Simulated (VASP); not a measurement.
# Al2Pt with PBEsol: from relaxation to properties, part 2 of 4

What structure does Al2Pt take at this level, and what are its properties? The start is a cell from a database of measured crystal structures.

VASP 6.6.1; PBEsol; plane waves and PAW (Al, Pt).

Still holding for the runs below: The k-mesh is coarse for a metal.

So far. Step 2 (Full relaxation (PBEsol)): It ends with forces that vanish by symmetry and a pressure of 0.01 GPa. The volume lies -0.7 % from that of the database's start, part of which can be the thermal and zero-point expansion of its experiment. The relaxed cell has a = 5.896 Å (conventional setting).

The database entry behind the starting cell differs from later determinations by our own check (0.1 to 0.3 % short, probably kX units), so it need not match the best structure at ambient conditions.

## (3) Single point with fields (PBEsol)

The relaxed cell gets a fresh self-consistent run, on a basis set for its own volume, to fix the density and to check the remaining stress.

Contents of INCAR:

```
SYSTEM = Al2Pt
PREC = Accurate
ENCUT = 400
EDIFF = 1E-06
NELM = 100
ISMEAR = 1
SIGMA = 0.2
LREAL = .FALSE.
ALGO = Normal
GGA = PS
NBANDS = 14
LASPH = .TRUE.
LORBIT = 11
LWAVE = .FALSE.
LCHARG = .TRUE.
ISIF = 2
LELF = .TRUE.
LVHAR = .TRUE.
```

Contents of POSCAR:

```
Al2Pt
1.0
    0.0000000000      2.9478358275      2.9478358275
    2.9478358275      0.0000000000      2.9478358275
    2.9478358275      2.9478358275      0.0000000000
Al Pt
2 1
Direct
    0.2500000000      0.2500000000      0.2500000000
    0.7500000000      0.7500000000      0.7500000000
    0.0000000000      0.0000000000      0.0000000000
```

Contents of KPOINTS:

```
Automatic mesh
0
Gamma
7 7 7
0 0 0
```

The projector-augmented-wave data sets are Al and Pt (PBE family, release 64).

Launch:

```sh
$ mpirun -np 2 vasp_std
```

What it wrote:

```text
[banner, memory and clock lines left out]
running    2 mpi-ranks, on    1 nodes
 distrk:  each k-point on    2 cores,    1 groups
 distr:  one band on    1 cores,    2 groups

 POSCAR found type information on POSCAR AlPt
 POSCAR found :  2 types and       3 ions
 [... a notice as in an earlier step ...]

 LDA part: xc-table for (Slater+PW92), standard interpolation
 POSCAR, INCAR and KPOINTS ok, starting setup
 FFT: planning ... GRIDC
 FFT: planning ... GRID_SOFT
 FFT: planning ... GRID
 WAVECAR not read
 entering main loop
       N       E                     dE             d eps       ncg     rms          rms(c)
DAV:   1     0.376742412986E+02    0.37674E+02   -0.58693E+03   576   0.788E+02
DAV:   2    -0.171405836958E+02   -0.54815E+02   -0.49537E+02   682   0.154E+02
DAV:   3    -0.184109785538E+02   -0.12704E+01   -0.12633E+01   722   0.224E+01
DAV:   4    -0.184204036758E+02   -0.94251E-02   -0.94240E-02   668   0.235E+00
DAV:   5    -0.184205557544E+02   -0.15208E-03   -0.15208E-03   736   0.306E-01    0.898E+00
DAV:   6    -0.178886740281E+02    0.53188E+00   -0.22872E+00   620   0.140E+01    0.222E+00
DAV:   7    -0.177941960597E+02    0.94478E-01   -0.17236E-01   602   0.400E+00    0.166E+00
DAV:   8    -0.177560317355E+02    0.38164E-01   -0.32474E-02   650   0.150E+00    0.263E-01
DAV:   9    -0.177558061127E+02    0.22562E-03   -0.15842E-03   722   0.345E-01    0.168E-01
DAV:  10    -0.177558582171E+02   -0.52104E-04   -0.19643E-04   676   0.113E-01    0.191E-02
DAV:  11    -0.177558537159E+02    0.45012E-05   -0.15051E-05   698   0.379E-02    0.806E-03
DAV:  12    -0.177558538019E+02   -0.85935E-07   -0.14137E-06   508   0.820E-03
   1 F= -.17755854E+02 E0= -.17753117E+02  d E =-.821080E-02
```

It took 4.8 s on 2 MPI ranks of Intel Xeon Platinum 8488C (Sapphire Rapids), shared host; peak memory 0.24 GiB.

OUTCAR, selected parts (step 3):

```text
  LATTYP: Found a face centered cubic cell.
 ALAT       =     5.8956716550

The static configuration has the point symmetry O_h .

 Found     20 irreducible k-points:

   ENCUT  =  400.0 eV  29.40 Ry    5.42 a.u.   6.80  6.80  6.80*2*pi/ulx,y,z

   NELECT =      16.0000    total number of electrons

 E-fermi :   7.8500

 k-point     1 :       0.0000    0.0000    0.0000
  band No.  band energies     occupation
    ...
      2       2.7753      2.00000
      3       2.7753      2.00000
      4       2.7753      2.00000
      5       4.1364      2.00000
      6       4.1364      2.00000
      7      10.9250     -0.00000
      8      11.6755     -0.00000
      9      11.6755     -0.00000
     10      11.6755     -0.00000
     11      13.3422      0.00000
    ...

 k-point     2 :       0.1429    0.0000    0.0000
  band No.  band energies     occupation
    ...
      2       2.6176      2.00000
      3       2.8652      2.00000
      4       2.8652      2.00000
      5       4.1093      2.00000
      6       4.1093      2.00000
      7       9.1405     -0.00000
      8      11.0093     -0.00000
      9      11.0093     -0.00000
     10      11.3062     -0.00000
     11      13.7275      0.00000
    ...

  Total        0.0107363      0.0107363      0.0107363      0.0000000      0.0000000      0.0000000
  in kB        0.3357575      0.3357575      0.3357575      0.0000000      0.0000000      0.0000000
  external PRESSURE =       0.3357575 kB  Pullay stress =       0.0000000 kB

  energy-cutoff  :      400.00
  volume of cell :       51.23
      direct lattice vectors                 reciprocal lattice vectors
     0.000000000  2.947835828  2.947835828    -0.169615959  0.169615959  0.169615959
     2.947835828  0.000000000  2.947835828     0.169615959 -0.169615959  0.169615959
     2.947835828  2.947835828  0.000000000     0.169615959  0.169615959 -0.169615959

 POSITION                                       TOTAL-FORCE (eV/Angst)
 -----------------------------------------------------------------------------------
      1.47392      1.47392      1.47392         0.000000      0.000000      0.000000
      4.42175      4.42175      4.42175        -0.000000     -0.000000     -0.000000
      0.00000      0.00000      0.00000        -0.000000     -0.000000     -0.000000
 -----------------------------------------------------------------------------------
    total drift:                               -0.000000     -0.000000      0.000000

  FREE ENERGIE OF THE ION-ELECTRON SYSTEM (eV)
  ---------------------------------------------------
  free  energy   TOTEN  =       -17.7558538019 eV

  energy  without entropy=      -17.7476430064  energy(sigma->0) =      -17.75311687

[... 5 parts as in an earlier step ...]

[... 6 further parts left out ...]
```

Numbers from this step:

```
SCF cycles   : 12
Fermi energy : 7.85 eV
pressure     : 0.03358 GPa
```

Valence electrons inside each PAW sphere by angular momentum. Sphere charges, by row:

| atom | s (e) | p (e) | d (e) | tot (e) |
| --- | --- | --- | --- | --- |
| Al1 | 0.401 | 0.365 | 0 | 0.766 |
| Al2 | 0.401 | 0.365 | 0 | 0.766 |
| Pt3 | 0.835 | 0.728 | 8.165 | 9.728 |

ELF in the ac plane of a cell with a along [110], b along [-110] and c along [001] of the cube at fractional y = 0.000, with atoms of Al and Pt within 0.2 Å of it. It is the smooth field of the valence electrons, not physical close to the nuclei.

Values, 9 rows by 16 columns, each cell a mean:
```
0.09 0.30 0.50 0.56 0.53 0.54 0.38 0.13 0.09 0.30 0.50 0.56 0.53 0.54 0.38 0.13
0.37 0.47 0.61 0.32 0.21 0.56 0.52 0.39 0.37 0.47 0.61 0.32 0.21 0.56 0.52 0.39
0.29 0.38 0.35 0.09 0.06 0.27 0.40 0.31 0.29 0.38 0.35 0.09 0.06 0.27 0.40 0.31
0.07 0.14 0.28 0.40 0.42 0.34 0.18 0.08 0.07 0.14 0.28 0.40 0.42 0.34 0.18 0.08
0.02 0.09 0.27 0.47 0.50 0.35 0.13 0.03 0.02 0.09 0.27 0.47 0.50 0.35 0.13 0.03
0.11 0.18 0.29 0.32 0.32 0.30 0.22 0.13 0.11 0.18 0.29 0.32 0.32 0.30 0.22 0.13
0.34 0.43 0.42 0.10 0.04 0.32 0.47 0.36 0.34 0.43 0.42 0.10 0.04 0.32 0.47 0.36
0.33 0.44 0.60 0.41 0.32 0.61 0.50 0.36 0.33 0.44 0.60 0.41 0.32 0.61 0.50 0.36
0.07 0.25 0.46 0.54 0.54 0.50 0.35 0.07 0.07 0.25 0.46 0.54 0.54 0.50 0.35 0.07
```
Columns run along a (8.3 Å), rows up along c (5.9 Å), edges of the conventional cell, whose origin can differ from the input's. Atoms in or near the plane, at fractional coordinates: Al at (0.25, 0.25), Al at (0.75, 0.25), Al at (0.25, 0.75), Al at (0.75, 0.75), Pt at (0.00, 0.00), Pt at (0.50, 0.00).

Electrostatic potential energy in the ac plane of a cell with a along [110], b along [-110] and c along [001] of the cube at fractional y = 0.000, with atoms of Al and Pt within 0.2 Å of it. With pseudopotentials it is smooth inside the atoms' cores, unlike the true potential.

Values in eV, 9 rows by 16 columns, each cell a mean:
```
-59 -31  -4  -5  -6  -3 -19 -54 -59 -31  -4  -5  -6  -3 -19 -54
-11  -4 -10 -48 -58 -19  -3  -9 -11  -4 -10 -48 -58 -19  -3  -9
  3   1 -13 -61 -72 -25  -2   2   3   1 -13 -61 -72 -25  -2   2
  4   3  -2 -10 -13  -4   2   4   4   3  -2 -10 -13  -4   2   4
  4   3   2   0  -1   1   3   4   4   3   2   0  -1   1   3   4
  4   2  -4 -20 -25  -8   1   3   4   2  -4 -20 -25  -8   1   3
  2   0 -15 -68 -79 -29  -2   2   2   0 -15 -68 -79 -29  -2   2
-22  -8  -8 -33 -42 -13  -5 -18 -22  -8  -8 -33 -42 -13  -5 -18
-66 -37  -4  -2  -2  -2 -23 -60 -66 -37  -4  -2  -2  -2 -23 -60
```
Columns run along a (8.3 Å; values clipped at the 3rd and 97th percentile), rows up along c (5.9 Å), edges of the conventional cell, whose origin can differ from the input's. Atoms in or near the plane, at fractional coordinates: Al at (0.25, 0.25), Al at (0.75, 0.25), Al at (0.25, 0.75), Al at (0.75, 0.75), Pt at (0.00, 0.00), Pt at (0.50, 0.00).

Valence density in the ac plane of a cell with a along [110], b along [-110] and c along [001] of the cube at fractional y = 0.000, with atoms of Al and Pt within 0.2 Å of it. It is the smooth field of the valence electrons, not physical close to the nuclei.

Ten even steps from '_' (0.0 e/Å³) to '@' (3.3 e/Å³), each cell a mean:
```
%%**--..________..--**%%##==::__________::==##
++--::..________..::==++==::..__________..--==
::....____________....::......__________....::
______________________________________________
______________________________________________
______________________________________________
______________________________________________
______________________________________________
______________________________________________
______________________________________________
______________________________________________
______________________________________________
....________________......__________________..
--::....________....::----....__________..::--
**++::..________..::++****--..__________..--**
@@**--..________..--##@@%%++::________..::++%%
```
Columns run along a (8.3 Å), rows up along c (5.9 Å), edges of the conventional cell, whose origin can differ from the input's. Atoms in or near the plane, at fractional coordinates: Al at (0.25, 0.25), Al at (0.75, 0.25), Al at (0.25, 0.75), Al at (0.75, 0.75), Pt at (0.00, 0.00), Pt at (0.50, 0.00).

In this run the pressure is 0.03 GPa, small enough to go on; single stress components reach 0.03 GPa.

## (4) Band structure (PBEsol)

The mesh alone shows little of the dispersion and can miss band extrema, so KPOINTS_OPT adds a path through the symmetry points after the self-consistent cycle.

Contents of INCAR:

```
SYSTEM = Al2Pt
PREC = Accurate
ENCUT = 400
EDIFF = 1E-06
NELM = 100
ISMEAR = 1
SIGMA = 0.2
LREAL = .FALSE.
ALGO = Normal
GGA = PS
NBANDS = 21
LASPH = .TRUE.
LORBIT = 11
LWAVE = .FALSE.
LCHARG = .FALSE.
KPAR = 2
```

POSCAR is that of step 3.

KPOINTS is that of step 3.

Contents of KPOINTS_OPT:

```
Line mode
16
Line-mode
Reciprocal
  0.00000000   0.00000000   0.00000000 GAMMA
  0.50000000   0.00000000   0.50000000 X

  0.50000000   0.00000000   0.50000000 X
  0.50000000   0.25000000   0.75000000 W

  0.50000000   0.25000000   0.75000000 W
  0.37500000   0.37500000   0.75000000 K

  0.37500000   0.37500000   0.75000000 K
  0.00000000   0.00000000   0.00000000 GAMMA

  0.00000000   0.00000000   0.00000000 GAMMA
  0.50000000   0.50000000   0.50000000 L

  0.50000000   0.50000000   0.50000000 L
  0.62500000   0.25000000   0.62500000 U

  0.62500000   0.25000000   0.62500000 U
  0.50000000   0.25000000   0.75000000 W

  0.50000000   0.25000000   0.75000000 W
  0.50000000   0.50000000   0.50000000 L

  0.50000000   0.50000000   0.50000000 L
  0.37500000   0.37500000   0.75000000 K

  0.62500000   0.25000000   0.62500000 U
  0.50000000   0.00000000   0.50000000 X
```

Launch:

```sh
$ mpirun -np 2 vasp_std
```

What it wrote:

```text
[banner, memory and clock lines left out]
running    2 mpi-ranks, on    1 nodes
 distrk:  each k-point on    1 cores,    2 groups
 distr:  one band on    1 cores,    1 groups

 POSCAR found type information on POSCAR AlPt
 POSCAR found :  2 types and       3 ions
 [... a notice as in an earlier step ...]

 LDA part: xc-table for (Slater+PW92), standard interpolation
 POSCAR, INCAR and KPOINTS ok, starting setup
 FFT: planning ... GRIDC
 FFT: planning ... GRID_SOFT
 FFT: planning ... GRID
 WAVECAR not read
 entering main loop
       N       E                     dE             d eps       ncg     rms          rms(c)
DAV:   1     0.372380863067E+02    0.37238E+02   -0.53628E+03   864   0.515E+02
DAV:   2    -0.170751959361E+02   -0.54313E+02   -0.48065E+02   963   0.124E+02
DAV:   3    -0.184086887792E+02   -0.13335E+01   -0.13225E+01  1019   0.171E+01
DAV:   4    -0.184203505511E+02   -0.11662E-01   -0.11660E-01   985   0.187E+00
DAV:   5    -0.184205546630E+02   -0.20411E-03   -0.20411E-03  1013   0.251E-01    0.898E+00
DAV:   6    -0.178897790333E+02    0.53078E+00   -0.13704E+00   970   0.931E+00    0.222E+00
DAV:   7    -0.177941117678E+02    0.95667E-01   -0.10540E-01   940   0.260E+00    0.166E+00
DAV:   8    -0.177559776884E+02    0.38134E-01   -0.28478E-02   975   0.105E+00    0.253E-01
DAV:   9    -0.177558040859E+02    0.17360E-03   -0.10021E-03  1029   0.190E-01    0.160E-01
DAV:  10    -0.177558547498E+02   -0.50664E-04   -0.10988E-04   978   0.582E-02    0.140E-02
DAV:  11    -0.177558536728E+02    0.10770E-05   -0.52791E-06   988   0.175E-02    0.640E-03
DAV:  12    -0.177558537292E+02   -0.56335E-07   -0.82428E-07   807   0.439E-03
   1 F= -.17755854E+02 E0= -.17753117E+02  d E =-.821033E-02
 Start KPOINTS_OPT (optional k-point list driver)
k-point batch [1-20\160]
       N       E                     dE             ncg
DAV:   1     0.233620021822E+04   -0.35579E+04      864
DAV:   2     0.128488124312E+04   -0.10513E+04      965
DAV:   3     0.126023981126E+04   -0.24641E+02     1019
DAV:   4     0.126000392106E+04   -0.23589E+00      998
DAV:   5     0.125999923826E+04   -0.46828E-02     1034
DAV:   6     0.125999912352E+04   -0.11474E-03     1012
DAV:   7     0.125999912044E+04   -0.30744E-05     1011
DAV:   8     0.125999912036E+04   -0.80420E-07      668
[...]
k-point batch [141-160\160]
       N       E                     dE             ncg
DAV:   1     0.223257848511E+04   -0.78135E+04      848
DAV:   2     0.115432982769E+04   -0.10782E+04      950
DAV:   3     0.112900244070E+04   -0.25327E+02     1112
DAV:   4     0.112875207334E+04   -0.25037E+00      985
DAV:   5     0.112874699500E+04   -0.50783E-02     1074
DAV:   6     0.112874686700E+04   -0.12800E-03     1023
DAV:   7     0.112874686345E+04   -0.35509E-05     1033
DAV:   8     0.112874686335E+04   -0.10039E-06      699
```

It took 21 s on 2 MPI ranks; peak memory 0.3 GiB; 36 s of CPU time.

OUTCAR, selected parts (step 4):

```text
The static configuration has the point symmetry O_h .

 Found     20 irreducible k-points:

   k-points           NKPTS =     20   k-points in BZ     NKDIM =     20   number of bands    NBANDS=     21

   NELECT =      16.0000    total number of electrons

 E-fermi :   7.8501

 k-point     1 :       0.0000    0.0000    0.0000
  band No.  band energies     occupation
    ...
      2       2.7756      2.00000
      3       2.7756      2.00000
      4       2.7756      2.00000
      5       4.1368      2.00000
      6       4.1368      2.00000
      7      10.9249     -0.00000
      8      11.6756     -0.00000
      9      11.6756     -0.00000
     10      11.6756     -0.00000
     11      13.3423      0.00000
    ...

 k-point     2 :       0.1429    0.0000    0.0000
  band No.  band energies     occupation
    ...
      2       2.6178      2.00000
      3       2.8655      2.00000
      4       2.8655      2.00000
      5       4.1097      2.00000
      6       4.1097      2.00000
      7       9.1406     -0.00000
      8      11.0094     -0.00000
      9      11.0094     -0.00000
     10      11.3062     -0.00000
     11      13.7275      0.00000
    ...

  Total        0.0032526      0.0032526      0.0032526      0.0000000      0.0000000      0.0000000
  in kB        0.1017180      0.1017180      0.1017180      0.0000000      0.0000000      0.0000000
  external PRESSURE =       0.1017180 kB  Pullay stress =       0.0000000 kB

 POSITION                                       TOTAL-FORCE (eV/Angst)
 -----------------------------------------------------------------------------------
      1.47392      1.47392      1.47392        -0.000000     -0.000000     -0.000000
      4.42175      4.42175      4.42175         0.000000      0.000000      0.000000
      0.00000      0.00000      0.00000        -0.000000      0.000000     -0.000000
 -----------------------------------------------------------------------------------
    total drift:                               -0.000000     -0.000000      0.000000

  FREE ENERGIE OF THE ION-ELECTRON SYSTEM (eV)
  ---------------------------------------------------
  free  energy   TOTEN  =       -17.7558537292 eV

  energy  without entropy=      -17.7476434032  energy(sigma->0) =      -17.75311695

[... 9 parts as in an earlier step ...]

[... 4 further parts left out ...]
```

Spin-orbit coupling is off here; it can split and shift levels that hold much weight on Pt by tenths of an eV or more.

Numbers from this step:

| Item | Value |
| --- | --- |
| bands | 21 |
| Fermi energy | 7.850 eV |
| pressure | 0.01017 GPa |

Electronic bands along the path, in eV, zero at the Fermi level; # counts the bands kept in this run:

| point | #6 | #7 | #8 | #9 | #10 | #11 | #12 | #13 |
| --- | --- | --- | --- | --- | --- | --- | --- | --- |
| Γ | -3.71 | 3.07 | 3.83 | 3.83 | 3.83 | 5.49 | 5.49 | 5.49 |
| 0.53 of the way | -3.45 | -0.33 | 0.31 | 0.31 | 3.17 | 3.75 | 7.83 | 7.83 |
| X | -3.44 | -3.21 | -1.59 | -1.59 | 3.24 | 3.36 | 8.12 | 10.87 |
| 0.47 of the way | -3.53 | -3.27 | -1.94 | -1.17 | 3.76 | 4.03 | 7.17 | 9.29 |
| W | -3.27 | -2.78 | -2.78 | -0.88 | 5.27 | 5.27 | 6.15 | 6.33 |
| 0.47 of the way | -3.44 | -3.01 | -2.29 | -0.77 | 4.13 | 5.59 | 6.13 | 7.64 |
| K | -3.65 | -3.05 | -2.00 | -0.59 | 3.34 | 5.45 | 6.82 | 8.68 |
| 0.47 of the way | -3.51 | -1.52 | -0.34 | 2.22 | 4.15 | 5.25 | 5.64 | 6.74 |
| Γ | -3.71 | 3.07 | 3.83 | 3.83 | 3.83 | 5.49 | 5.49 | 5.49 |
| 0.53 of the way | -3.72 | -1.19 | 2.17 | 2.17 | 3.85 | 5.44 | 5.49 | 5.49 |
| L | -3.49 | -3.49 | 1.05 | 1.05 | 3.78 | 5.21 | 5.21 | 5.47 |
| 0.47 of the way | -3.56 | -3.30 | -0.48 | 0.50 | 3.49 | 5.80 | 6.24 | 6.94 |
| U | -3.65 | -3.05 | -2.00 | -0.59 | 3.34 | 5.45 | 6.82 | 8.68 |
| 0.47 of the way | -3.47 | -3.02 | -2.22 | -0.74 | 3.96 | 5.56 | 6.25 | 7.86 |
| W | -3.27 | -2.78 | -2.78 | -0.88 | 5.27 | 5.27 | 6.15 | 6.33 |
| 0.53 of the way | -3.51 | -3.27 | -0.78 | 0.24 | 3.82 | 5.27 | 6.90 | 7.14 |
| L | -3.49 | -3.49 | 1.05 | 1.05 | 3.78 | 5.21 | 5.21 | 5.47 |
| 0.53 of the way | -3.58 | -3.24 | -0.78 | 0.37 | 3.46 | 5.94 | 6.48 | 6.97 |
| K | -3.65 | -3.05 | -2.00 | -0.59 | 3.34 | 5.45 | 6.82 | 8.68 |
| jump to U | -3.65 | -3.05 | -2.00 | -0.59 | 3.34 | 5.45 | 6.82 | 8.68 |
| 0.47 of the way | -3.57 | -3.39 | -1.74 | -1.25 | 3.29 | 4.04 | 7.55 | 9.91 |
| X | -3.44 | -3.21 | -1.59 | -1.59 | 3.24 | 3.36 | 8.12 | 10.87 |

Of the projections kept (Al, Pt), the largest for each band there, as a share of the weight inside these atoms' spheres; weight between the spheres isn't counted:

| point | #6 | #7 | #8 | #9 | #10 | #11 | #12 | #13 |
| --- | --- | --- | --- | --- | --- | --- | --- | --- |
| Γ | Pt 1.00 | Al 1.00 | Pt 0.97 | Pt 0.97 | Pt 0.97 | Pt 0.59 | Pt 0.59 | Pt 0.59 |
| X | Pt 0.98 | Pt 1.00 | Pt 0.51 | Pt 0.51 | Pt 0.63 | Pt 0.95 | - | Al 0.86 |
| W | Pt 1.00 | Pt 0.82 | Pt 0.82 | Pt 0.85 | Al 0.56 | Al 0.56 | Pt 0.92 | Pt 0.73 |
| K | Pt 0.97 | Pt 0.91 | Pt 0.87 | Pt 0.66 | Pt 0.68 | Pt 0.65 | Al 0.64 | Al 0.88 |
| Γ | Pt 1.00 | Al 1.00 | Pt 0.97 | Pt 0.97 | Pt 0.97 | Pt 0.59 | Pt 0.59 | Pt 0.59 |
| L | Pt 1.00 | Pt 1.00 | Pt 0.59 | Pt 0.59 | Al 0.99 | Pt 0.65 | Pt 0.65 | Pt 0.61 |

There is no gap at this level.

(Continued in part 3 of 4.)

[Lines on the potential files, build, host, timing and source positions are cut from VASP's logs without a mark.]

[Logs are printed without paths, hosts, clocks, repeated set-up lines and the standing remarks that a program may print on its own settings, such as how far it seeks lower states.]

[Hosts, paths, dates, database ids (printed as entryN), source tags and the programs' standing remarks are cut or masked in the printed files.]

[A measured line is paired with the nearest computed mode of its activity, which favours agreement.]

[In band tables of VASP the shares of atoms and orbitals are scaled to a sum of 1 inside the atoms' spheres.]
